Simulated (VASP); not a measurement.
All values below come from PBEsol GGA, VASP's PBE PAW potentials (set 64) (plane waves; VASP 6.6.1).

VASP ran on this input.

File KPOINTS:
```
Automatic mesh
0
Gamma
7 7 4
0 0 0
```

INCAR:
```
SYSTEM = CdPPd5
PREC = Accurate
ENCUT = 300
EDIFF = 1E-6
NELM = 100
ALGO = Normal
LREAL = .FALSE.
LASPH = .TRUE.
ISMEAR = -1
SIGMA = 0.1
GGA = PS
LMAXMIX = 4
LWAVE = .FALSE.
LCHARG = .FALSE.
ISIF = 2
```

**POSCAR**
```
CdPPd5
1
    3.8994170000     0.0000000000     0.0000000000
    0.0000000000     3.8994170000     0.0000000000
    0.0000000000     0.0000000000     6.9343120000
Cd P Pd
1 1 5
Direct
  0.5000000000   0.5000000000   0.0000000000
  0.0000000000   0.0000000000   0.5000000000
  0.0000000000   0.0000000000   0.0000000000
  0.5000000000   0.0000000000   0.6992800000
  0.5000000000   0.0000000000   0.3007200000
  0.0000000000   0.5000000000   0.6992800000
  0.0000000000   0.5000000000   0.3007200000
```

POTCAR, in this order: Cd P Pd (PBE.64 set). Program: vasp_std.

What VASP printed:

**OSZICAR**
```
       N       E                     dE             d eps       ncg     rms          rms(c)
DAV:   1     0.328107507700E+03    0.32811E+03   -0.24288E+04  2472   0.104E+03
DAV:   2    -0.302432389047E+02   -0.35835E+03   -0.34259E+03  2624   0.299E+02
DAV:   3    -0.418338919474E+02   -0.11591E+02   -0.11431E+02  2720   0.585E+01
DAV:   4    -0.419605588685E+02   -0.12667E+00   -0.12663E+00  2624   0.603E+00
DAV:   5    -0.419630132753E+02   -0.24544E-02   -0.24540E-02  2840   0.817E-01    0.212E+01
DAV:   6    -0.404387936216E+02    0.15242E+01   -0.74250E+00  2680   0.191E+01    0.106E+01
DAV:   7    -0.403312040886E+02    0.10759E+00   -0.13575E+00  2664   0.118E+01    0.638E+00
DAV:   8    -0.402604899446E+02    0.70714E-01   -0.76645E-01  2664   0.977E+00    0.272E+00
DAV:   9    -0.402117116165E+02    0.48778E-01   -0.22337E-01  2664   0.456E+00    0.538E-01
DAV:  10    -0.402101695632E+02    0.15421E-02   -0.10532E-02  2632   0.979E-01    0.295E-01
DAV:  11    -0.402102013632E+02   -0.31800E-04   -0.14111E-03  2728   0.243E-01    0.884E-02
DAV:  12    -0.402101207024E+02    0.80661E-04   -0.35491E-04  2728   0.146E-01    0.202E-02
DAV:  13    -0.402101218930E+02   -0.11906E-05   -0.16484E-05  2656   0.298E-02    0.650E-03
DAV:  14    -0.402101217878E+02    0.10515E-06   -0.14973E-06  1912   0.645E-03
   1 F= -.40210122E+02 E0= -.40170123E+02  d E =-.799980E-01
```

### OUTCAR
```
------------------------ aborting loop because EDIFF is reached ----------------------------------------
  FORCE on cell =-STRESS in cart. coord.  units (eV):
  Direction    XX          YY          ZZ          XY          YZ          ZX
  --------------------------------------------------------------------------------------
  Total        0.8212037      0.8212037      0.2476825      0.0000000      0.0000000      0.0000000
  in kB       12.4783956     12.4783956      3.7635979      0.0000000      0.0000000      0.0000000
  external PRESSURE =       9.5734630 kB  Pullay stress =       0.0000000 kB
  volume of cell :      105.44
      direct lattice vectors                 reciprocal lattice vectors
     3.899417000  0.000000000  0.000000000     0.256448592  0.000000000  0.000000000
     0.000000000  3.899417000  0.000000000     0.000000000  0.256448592  0.000000000
     0.000000000  0.000000000  6.934312000     0.000000000  0.000000000  0.144210413
 POSITION                                       TOTAL-FORCE (eV/Angst)
 -----------------------------------------------------------------------------------
      1.94971      1.94971      0.00000        -0.000000      0.000000      0.000000
      0.00000      0.00000      3.46716        -0.000000      0.000000      0.000000
      0.00000      0.00000      0.00000        -0.000000      0.000000      0.000000
      1.94971      0.00000      4.84903        -0.000000     -0.000000      0.022615
      1.94971      0.00000      2.08529        -0.000000     -0.000000     -0.022615
      0.00000      1.94971      4.84903         0.000000      0.000000      0.022615
      0.00000      1.94971      2.08529        -0.000000      0.000000     -0.022615
 -----------------------------------------------------------------------------------
    total drift:                                0.000000     -0.000000     -0.000000
  FREE ENERGIE OF THE ION-ELECTRON SYSTEM (eV)
  ---------------------------------------------------
  free  energy   TOTEN  =       -40.2101217878 eV

  energy  without entropy=      -40.1301238007  energy(sigma->0) =      -40.17012279
```
(Selected blocks of OUTCAR.)

OUTCAR:
```
 val. band max:        8.6543462456   @ k =   0.1429   0.1429   0.5000

 cond. band min:       8.7870356296   @ k =   0.2857   0.0000   0.2500


 Fermi energy:         8.6785914053

 k-point     1 :       0.0000    0.0000    0.0000
  band No.  band energies     occupation
      1      -3.8043      2.00000
      2       0.3557      2.00000
      3       0.4710      2.00000
      4       0.4929      2.00000
      5       0.6427      2.00000
      6       0.6427      2.00000
      7       1.3026      2.00000
      8       1.8282      2.00000
      9       2.7543      2.00000
     10       2.7543      2.00000
     11       3.8694      2.00000
     12       3.9416      2.00000
     13       4.1715      2.00000
     14       4.2402      2.00000
     15       4.6956      2.00000
     16       5.0534      2.00000
     17       5.0534      2.00000
     18       5.0975      2.00000
     19       6.2529      2.00000
     20       6.2529      2.00000
     21       6.8829      2.00000
     22       6.8985      2.00000
     23       7.0627      2.00000
     24       7.1797      2.00000
     25       7.1797      2.00000
     26       7.3158      2.00000
     27       7.4962      1.99999
     28       7.5194      1.99998
     29       7.6642      1.99992
     30       7.6642      1.99992
     31       7.7707      1.99977
     32       8.5650      1.51372
     33       8.6068      1.34435
     34       8.9601      0.11298
     35       8.9601      0.11298
     36      11.6260      0.00000
     37      12.5098      0.00000
     38      14.5772      0.00000
     39      14.6983      0.00000
     40      14.6983      0.00000

 k-point     2 :       0.1429    0.0000    0.0000
  band No.  band energies     occupation
      1      -3.7141      2.00000
      2       0.4118      2.00000
      3       0.5300      2.00000
      4       0.5314      2.00000
      5       0.6333      2.00000
      6       0.6531      2.00000
      7       1.5026      2.00000
      8       1.8996      2.00000
...
```

At this cut-off the stress carries a Pulay error, which pulls relaxed volumes low.

The structure comes from a computed database's CdPPd5 entry; how it stands against other phases isn't given here. The cell was not relaxed at this level. The electron count is odd and the run is not spin-polarised, which forces a metal.
